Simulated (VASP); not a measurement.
Consider the following.

```xyz
2
Lattice="0.0000 2.6344 2.6344 2.6344 0.0000 2.6344 2.6344 2.6344 0.0000" Properties=species:S:1:pos:R:3 pbc="T T T"
Be     0.0000     0.0000     0.0000
Se     1.3172     1.3172     1.3172
```

Calculation: vdW-DF2, VASP's PBE PAW potentials (set 64) (plane waves; VASP). Numerical set-up: 520 eV cut-off, 8×8×8 Γ-centred mesh, Gaussian smearing of 0.050 eV, potentials Be Se.

What does the run give for the energy per atom (σ→0), band gap (on the k-mesh) with the smallest direct gap where there is one?

| Quantity | Result |
|---|---|
| band gap (on the k-mesh) | 3.02 eV |
| smallest direct gap (on the k-mesh) | 3.99 eV |
| energy per atom (σ→0) | -3.125 eV/atom |

Only differences to runs with the same potentials and settings are physical.

The compound is BeSe in the zinc blende structure. It was relaxed first, which changed the volume by +8 %. The start is the result of an earlier pass.
